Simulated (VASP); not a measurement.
Wanted: the native input for a VASP 6.6.1 run.

- Task: relaxation of cell and atoms
- Functional: r2SCAN
- Potentials or basis: VASP PAW PBE potentials, release 64 (Sn_d)
- Cutoff: 600 eV
- k mesh: 12 × 12 × 12
- Occupations: gaussian, width 0.03 eV
- Spin: no spin polarisation
- Further INCAR settings: ALGO = Normal; EDIFF = 1e-06; IBRION = 2; EDIFFG = -0.01; NSW = 90; ISIF = 3

The structure of Sn lies in POSCAR:

```
Sn
1.0
   -2.9196440800      2.9196440800      1.5938000000
    2.9196440800     -2.9196440800      1.5938000000
    2.9196440800      2.9196440800     -1.5938000000
Sn
2
Direct
    0.0000000000      0.0000000000      0.0000000000
    0.7500000000      0.2500000000      0.5000000000
```

These files were run (other wordings do the same):

INCAR

```
SYSTEM = Sn
PREC = Accurate
ENCUT = 600
EDIFF = 1E-6
ISMEAR = 0
SIGMA = 0.03
LREAL = .False.
LASPH = .True.
NELM = 80
ALGO = Normal
ISIF = 3
LWAVE = .False.
LCHARG = .False.
METAGGA = R2SCAN
LMIXTAU = .True.
IBRION = 2
NSW = 90
EDIFFG = -0.01
```

KPOINTS

```
regular mesh
0
Gamma
  12 12 12
  0 0 0
```

Potentials or basis: VASP PAW PBE potentials, release 64 (Sn_d).

The run is started by

```sh
$ cat potpaw_PBE.64/Sn_d/POTCAR > POTCAR
$ mpirun -np 1 vasp_std > vasp.out
```

Results of the run:

- Relaxed volume: 27.57 Å³/atom
- Relaxed cell: a = 4.453 Å, b = 4.453 Å, c = 4.453 Å, α = 97.37°, β = 97.37°, γ = 138.03°
- Space group after relaxing (to 0.05 Å): I4_1/amd (No. 141)
- Energy gained by relaxing: 1.2 meV/atom
- Ionic steps: 5
- Pressure after relaxing: 0.0 GPa
- Band gap on the k mesh: none (metal or under the smearing width)

Caveat: the PAW data sets were made with another functional, which shifts forces and pressure a little.

Run time: 17 min on 1 thread of Intel(R) Xeon(R) 6975P-C (Granite Rapids), with other jobs on the host, peak memory 0.35 GiB.
